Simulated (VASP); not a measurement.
Method: optB88-vdW, VASP's PBE PAW potentials (set 64) (plane waves; VASP 6.6.1).

Input for VASP

KPOINTS:
```
kpoints
0
Gamma
 12 12 12
```

INCAR:
```
# general
SYSTEM   = Ge
PREC     = Accurate
ENCUT    = 520
LREAL    = .False.
LASPH    = .True.

# electronic loop
EDIFF    = 1E-7
NELM     = 100
ALGO     = Normal
LMAXMIX  = 4

# smearing
ISMEAR   = -5

# functional
GGA      = BO
LUSE_VDW = .True.
AGGAC    = 0.0
PARAM1   = 0.1833333333
PARAM2   = 0.22

# ions
ISIF     = 2

# output
LWAVE    = .False.
LCHARG   = .True.
LORBIT   = 11
NEDOS    = 601
```

**POSCAR**
```
Ge
1.0
  0.0000000000   2.8730924416   2.8730924416
  2.8730924416   0.0000000000   2.8730924416
  2.8730924416   2.8730924416   0.0000000000
Ge
2
direct
  0.0000000000   0.0000000000   0.0000000000
  0.2500000000   0.2500000000   0.2500000000
```

POTCAR, in this order: Ge_d (PBE.64 set). Program: vasp_std.

What VASP printed:

### OSZICAR
```
       N       E                     dE             d eps       ncg     rms          rms(c)
DAV:   1     0.167104238739E+03    0.16710E+03   -0.15514E+04  2646   0.420E+03
DAV:   2     0.182400959765E+02   -0.14886E+03   -0.14674E+03  2600   0.524E+02
DAV:   3    -0.165194490861E+01   -0.19892E+02   -0.19753E+02  2808   0.147E+02
DAV:   4    -0.228588669538E+01   -0.63394E+00   -0.63284E+00  3024   0.301E+01
DAV:   5    -0.229657993921E+01   -0.10693E-01   -0.10692E-01  2872   0.404E+00    0.274E+00
DAV:   6    -0.223252769095E+01    0.64052E-01   -0.37372E-02  3180   0.114E+00    0.166E+00
DAV:   7    -0.219715854525E+01    0.35369E-01   -0.80916E-02  3312   0.169E+00    0.136E-01
DAV:   8    -0.219819275585E+01   -0.10342E-02   -0.33564E-03  2762   0.533E-01    0.456E-02
DAV:   9    -0.219832671370E+01   -0.13396E-03   -0.16564E-04  2824   0.959E-02    0.120E-02
DAV:  10    -0.219832760306E+01   -0.88937E-06   -0.95826E-06  3376   0.660E-02    0.329E-03
DAV:  11    -0.219832842406E+01   -0.82099E-06   -0.92818E-07  2590   0.943E-03    0.169E-03
DAV:  12    -0.219832853701E+01   -0.11296E-06   -0.34995E-07  3090   0.118E-02    0.210E-04
DAV:  13    -0.219832852545E+01    0.11568E-07   -0.11997E-08  1364   0.182E-03
   1 F= -.21983285E+01 E0= -.21983285E+01  d E =0.000000E+00
```

OUTCAR:
```
------------------------ aborting loop because EDIFF is reached ----------------------------------------
  FORCE on cell =-STRESS in cart. coord.  units (eV):
  Direction    XX          YY          ZZ          XY          YZ          ZX
  --------------------------------------------------------------------------------------
  Total        0.0128289      0.0128289      0.0128289      0.0000000      0.0000000     -0.0000000
  in kB        0.4333334      0.4333334      0.4333334      0.0000000      0.0000000     -0.0000000
  external PRESSURE =       0.4333334 kB  Pullay stress =       0.0000000 kB
  volume of cell :       47.43
      direct lattice vectors                 reciprocal lattice vectors
     0.000000000  2.873092442  2.873092442    -0.174028511  0.174028511  0.174028511
     2.873092442  0.000000000  2.873092442     0.174028511 -0.174028511  0.174028511
     2.873092442  2.873092442  0.000000000     0.174028511  0.174028511 -0.174028511
 POSITION                                       TOTAL-FORCE (eV/Angst)
 -----------------------------------------------------------------------------------
      0.00000      0.00000      0.00000         0.000000      0.000000      0.000000
      1.43655      1.43655      1.43655        -0.000000     -0.000000      0.000000
 -----------------------------------------------------------------------------------
    total drift:                                0.000000      0.000000      0.000000
  FREE ENERGIE OF THE ION-ELECTRON SYSTEM (eV)
  ---------------------------------------------------
  free  energy   TOTEN  =        -2.1983285254 eV

  energy  without entropy=       -2.1983285254  energy(sigma->0) =       -2.19832853

 total charge

# of ion       s       p       d       tot
------------------------------------------
    1        1.139   1.218  10.017  12.373
    2        1.139   1.218  10.017  12.373
--------------------------------------------------
tot          2.278   2.435  20.033  24.746
```
(Selected blocks of OUTCAR.)

For a metal the tetrahedron method with Blöchl corrections gives inexact stress and forces.

The compound is Ge in the diamond structure. It was relaxed first.
